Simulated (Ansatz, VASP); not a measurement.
# Two plane-wave programs on Ir2Rh

```xyz
3
Lattice="2.7358 0.0000 0.0000 -1.3679 2.3693 0.0000 0.0000 0.0000 6.6450" Properties=species:S:1:pos:R:3 pbc="T T T"
Ir    0.0000    1.5795    4.4231
Ir    1.3679    0.7898    2.2220
Rh    0.0000    0.0000    0.0000
```

Alike in both runs: functional PBE; k mesh 6 × 6 × 4; occupations gaussian, width 0.1 eV; no spin polarisation.

Ansatz relaxed the structure, and its values are those at the end. VASP's run is a single point on that final structure, the one shown.

|  | VASP | Ansatz |
| --- | --- | --- |
| version | VASP 6.6.1 | Ansatz 0.2.0 |
| potentials or method | VASP PAW PBE potentials, release 64 (Ir, Rh_pv) | scalar-relativistic, plane waves, PAW |
| plane-wave cutoff (eV) | 520 | 420 |
| valence electrons in the cell | 33 | 51 |

VASP gave:

```
gap on the k mesh at the Fermi level (eV) : none
pressure (GPa)                            : 0.3
rms of the force components (eV/Å)        : 0.012
```

Question: What did Ansatz give for the same quantities?

Answer: gap on the k mesh at the Fermi level (eV): none; pressure (GPa): -0.1; rms of the force components (eV/Å): 0.005.

A gap of «none» marks a metal or a gap that the smearing closes. The two sets of potentials don't hold the same shells in valence.

Caveats: the k mesh is coarse (spacing up to 0.44 Å⁻¹), so the values aren't converged. The runs have no spin-orbit coupling, so splittings on Ir are missing.
